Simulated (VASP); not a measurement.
Output of a VASP run:

File OUTCAR:
```
 ion  position               nearest neighbor table
   1  0.333  0.667  0.250-   2 4.10   2 4.10   2 4.10   2 4.10   2 4.10   2 4.10
   2  0.667  0.333  0.750-   1 4.10   1 4.10   1 4.10   1 4.10   1 4.10   1 4.10
  LATTYP: Found a hexagonal cell.
 ALAT       =     4.1149530000
 C/A-ratio  =     1.6235939997
 Subroutine PRICEL returns:
 Original cell was already a primitive cell.
 Subroutine GETGRP returns: Found 24 space group operations
The static configuration has the point symmetry D_3d.
 The point group associated with its full space group is D_6h.
The dynamic configuration has the point symmetry D_3d.
 Subroutine INISYM returns: Found 24 space group operations
 Subroutine IBZKPT returns following result:
 Found     36 irreducible k-points:

 Following reciprocal coordinates:
            Coordinates               Weight
  0.000000  0.000000  0.000000      1.000000
  0.111111  0.000000  0.000000      6.000000
  0.222222  0.000000  0.000000      6.000000
  0.333333  0.000000  0.000000      6.000000
  0.444444  0.000000  0.000000      6.000000
  0.111111  0.111111  0.000000      6.000000
  0.222222  0.111111  0.000000     12.000000
  0.333333  0.111111  0.000000     12.000000
  0.444444  0.111111  0.000000      6.000000
  0.222222  0.222222  0.000000      6.000000
  0.333333  0.222222  0.000000     12.000000
  0.333333  0.333333  0.000000      2.000000
  0.000000  0.000000  0.200000      2.000000
  0.111111  0.000000  0.200000     12.000000
  0.222222  0.000000  0.200000     12.000000
  0.333333  0.000000  0.200000     12.000000
  0.444444  0.000000  0.200000     12.000000
  0.111111  0.111111  0.200000     12.000000
  0.222222  0.111111  0.200000     24.000000
  0.333333  0.111111  0.200000     24.000000
  0.444444  0.111111  0.200000     12.000000
  0.222222  0.222222  0.200000     12.000000
  0.333333  0.222222  0.200000     24.000000
  0.333333  0.333333  0.200000      4.000000
  0.000000  0.000000  0.400000      2.000000
  0.111111  0.000000  0.400000     12.000000
  0.222222  0.000000  0.400000     12.000000
  0.333333  0.000000  0.400000     12.000000
  0.444444  0.000000  0.400000     12.000000
  0.111111  0.111111  0.400000     12.000000
  0.222222  0.111111  0.400000     24.000000
  0.333333  0.111111  0.400000     24.000000
  0.444444  0.111111  0.400000     12.000000
  0.222222  0.222222  0.400000     12.000000
  0.333333  0.222222  0.400000     24.000000
  0.333333  0.333333  0.400000      4.000000
   k-points           NKPTS =     36   k-points in BZ     NKDIM =     36   number of bands    NBANDS=     12
   number of dos      NEDOS =    301   number of ions     NIONS =      2
   total plane-waves  NPLWV =  37632
   dimension x,y,z NGX =    28 NGY =   28 NGZ =   48
   dimension x,y,z NGXF=    56 NGYF=   56 NGZF=   96
   ions per type =               2
   PREC   = accura    normal or accurate (medium, high low for compatibility)
   ISTART =      0    job   : 0-new  1-cont  2-samecut
   ICHARG =      2    charge: 1-file 2-atom 10-const
   ISPIN  =      1    spin polarized calculation?
   LNONCOLLINEAR =      F non collinear calculations
   LSORBIT =      F    spin-orbit coupling
   INIWAV =      1    electr: 0-lowe 1-rand  2-diag
   ENCUT  =  400.0 eV  29.40 Ry    5.42 a.u.   6.71  6.71 10.90*2*pi/ulx,y,z
   NELM   =    100;   NELMIN=  2; NELMDL= -5     # of ELM steps
   EDIFF  = 0.1E-05   stopping-criterion for ELM
   LREAL  =      F    real-space projection
   NLSPLINE    = F    spline interpolate recip. space projectors
   LMAXMIX     =    6 max onsite mixed and CHGCAR
   VOSKOWN=      0    Vosko Wilk Nusair interpolation
   EDIFFG = -.1E-01   stopping-criterion for IOM
   NSW    =     60    number of steps for IOM
   NBLOCK =      1;   KBLOCK =     60    inner block; outer block
   IBRION =      2    ionic relax: 0-MD 1-quasi-New 2-CG
   NFREE  =      1    steps in history (QN), initial steepest desc. (CG)
   ISIF   =      3    stress and relaxation
...
```

**OSZICAR**
```
...
DAV:   3    -0.428188055988E+01    0.14459E+00   -0.35298E-01  1284   0.602E+00    0.722E-01
DAV:   4    -0.428306572399E+01   -0.11852E-02   -0.14361E-02  1076   0.108E+00    0.602E-01
DAV:   5    -0.428355086667E+01   -0.48514E-03   -0.42210E-03   960   0.489E-01    0.140E-01
DAV:   6    -0.428324434437E+01    0.30652E-03   -0.52449E-04  1444   0.255E-01    0.752E-02
DAV:   7    -0.428319551889E+01    0.48825E-04   -0.18749E-04  1344   0.127E-01    0.185E-02
DAV:   8    -0.428319660522E+01   -0.10863E-05   -0.84500E-06  1108   0.230E-02    0.589E-03
DAV:   9    -0.428319656632E+01    0.38901E-07   -0.25506E-07   644   0.753E-03
   3 F= -.42831966E+01 E0= -.42840385E+01  d E =-.120116E+00
       N       E                     dE             d eps       ncg     rms          rms(c)
DAV:   1    -0.433448202290E+01   -0.51285E-01   -0.97466E-01   992   0.109E+01    0.945E-01
DAV:   2    -0.430276195157E+01    0.31720E-01   -0.78992E-02  1128   0.352E+00    0.542E-01
DAV:   3    -0.428556674029E+01    0.17195E-01   -0.43894E-02  1284   0.214E+00    0.258E-01
DAV:   4    -0.428568144040E+01   -0.11470E-03   -0.18412E-03  1112   0.372E-01    0.213E-01
DAV:   5    -0.428571838802E+01   -0.36948E-04   -0.48200E-04   996   0.176E-01    0.337E-02
DAV:   6    -0.428570137150E+01    0.17017E-04   -0.45160E-05  1416   0.774E-02    0.251E-02
DAV:   7    -0.428569465628E+01    0.67152E-05   -0.15079E-05  1340   0.371E-02    0.368E-03
DAV:   8    -0.428569489496E+01   -0.23869E-06   -0.60522E-07   544   0.679E-03
   4 F= -.42856949E+01 E0= -.42866173E+01  d E =-.122614E+00
       N       E                     dE             d eps       ncg     rms          rms(c)
DAV:   1    -0.428664962079E+01   -0.95496E-03   -0.18509E-02  1020   0.151E+00    0.129E-01
DAV:   2    -0.428605266541E+01    0.59696E-03   -0.14915E-03  1192   0.493E-01    0.751E-02
DAV:   3    -0.428572482360E+01    0.32784E-03   -0.89424E-04  1296   0.306E-01    0.371E-02
DAV:   4    -0.428572551263E+01   -0.68903E-06   -0.39732E-05  1112   0.528E-02    0.303E-02
DAV:   5    -0.428572218541E+01    0.33272E-05   -0.98794E-06  1060   0.263E-02    0.327E-03
DAV:   6    -0.428572198439E+01    0.20102E-06   -0.51527E-07   456   0.108E-02
   5 F= -.42857220E+01 E0= -.42866489E+01  d E =-.122641E+00
       N       E                     dE             d eps       ncg     rms          rms(c)
DAV:   1    -0.428706426804E+01   -0.13421E-02   -0.43914E-02  1120   0.156E+00    0.144E-01
DAV:   2    -0.428649418861E+01    0.57008E-03   -0.15502E-03  1312   0.635E-01    0.803E-02
DAV:   3    -0.428616216846E+01    0.33202E-03   -0.25664E-04  1456   0.170E-01    0.348E-02
DAV:   4    -0.428616467554E+01   -0.25071E-05   -0.48803E-05  1176   0.497E-02    0.141E-02
DAV:   5    -0.428616391430E+01    0.76124E-06   -0.11151E-06   716   0.140E-02
   6 F= -.42861639E+01 E0= -.42870237E+01  d E =-.441930E-03
       N       E                     dE             d eps       ncg     rms          rms(c)
DAV:   1    -0.428661673065E+01   -0.45206E-03   -0.18545E-02  1116   0.101E+00    0.944E-02
DAV:   2    -0.428637356798E+01    0.24316E-03   -0.65276E-04  1316   0.412E-01    0.523E-02
DAV:   3    -0.428623348146E+01    0.14009E-03   -0.10847E-04  1464   0.110E-01    0.229E-02
DAV:   4    -0.428623439990E+01   -0.91844E-06   -0.20697E-05  1104   0.326E-02    0.920E-03
DAV:   5    -0.428623406395E+01    0.33595E-06   -0.47129E-07   544   0.102E-02
   7 F= -.42862341E+01 E0= -.42870373E+01  d E =-.512080E-03
```

File OUTCAR:
```
------------------------ aborting loop because EDIFF is reached ----------------------------------------
  FORCE on cell =-STRESS in cart. coord.  units (eV):
  Direction    XX          YY          ZZ          XY          YZ          ZX
  --------------------------------------------------------------------------------------
  Total        0.0044048      0.0044048      0.0012338     -0.0000000     -0.0000000      0.0000000
  in kB        0.0881967      0.0881967      0.0247047     -0.0000000     -0.0000000      0.0000000
  external PRESSURE =       0.0670327 kB  Pullay stress =       0.0000000 kB
  volume of cell :       80.02
      direct lattice vectors                 reciprocal lattice vectors
     3.819788544  0.000000041  0.000000000     0.261794595  0.151147209  0.000000000
    -1.909894701  3.308034027 -0.000000000    -0.000000003  0.302294349  0.000000000
    -0.000000000 -0.000000000  6.332440933    -0.000000000  0.000000000  0.157916988
 POSITION                                       TOTAL-FORCE (eV/Angst)
 -----------------------------------------------------------------------------------
     -0.00000      2.20536      1.58311        -0.000000     -0.000000      0.000000
      1.90990      1.10268      4.74933         0.000000      0.000000      0.000000
 -----------------------------------------------------------------------------------
    total drift:                               -0.000065      0.000036     -0.000003
  FREE ENERGIE OF THE ION-ELECTRON SYSTEM (eV)
  ---------------------------------------------------
  free  energy   TOTEN  =        -4.2862340639 eV

  energy  without entropy=       -4.2886439204  energy(sigma->0) =       -4.28703735

 reached required accuracy - stopping structural energy minimisation
```
(Selected blocks of OUTCAR.)

POSCAR:
```
Eu
1
    4.1149530000     0.0000000000     0.0000000000
   -2.0574770000     3.5636540000     0.0000000000
    0.0000000000     0.0000000000     6.6810130000
Eu
2
Direct
  0.3333330000   0.6666670000   0.2500000000
  0.6666670000   0.3333330000   0.7500000000
```

### Question
Write an INCAR and KPOINTS that could have produced this output.

### Answer
Several could match; the one computed here: the input of the run itself, PBEsol GGA, plane waves, VASP's PBE PAW potentials (set 64).

### INCAR
```
SYSTEM  =  Eu
PREC  =  Accurate; ENCUT  =  400; LREAL  =  .FALSE.
LASPH  =  .TRUE.
EDIFF  =  1E-6; NELM  =  100; ALGO  =  Normal
LMAXMIX  =  6
ISMEAR  =  1; SIGMA  =  0.1
GGA  =  PS
IBRION  =  2; NSW  =  60; ISIF  =  3
EDIFFG  =  -0.01
LWAVE  =  .FALSE.; LCHARG  =  .FALSE.
```

KPOINTS:
```
K-points
0
G
  9 9 5
0 0 0
```

POTCAR, in this order: Eu_2 (PBE.64 set). Program: vasp_std.

The 4f electrons are frozen in the core of the lanthanide potential, so 4f levels, which can set the real gap, and their magnetism are missing. Energy and stress use the plane-wave basis of the starting cell.

The structure was generated: Eu was put into the hcp type (P6_3/mmc), which need not be its known phase. This run relaxes it. Symmetry was kept, so distortions that lower it aren't found.
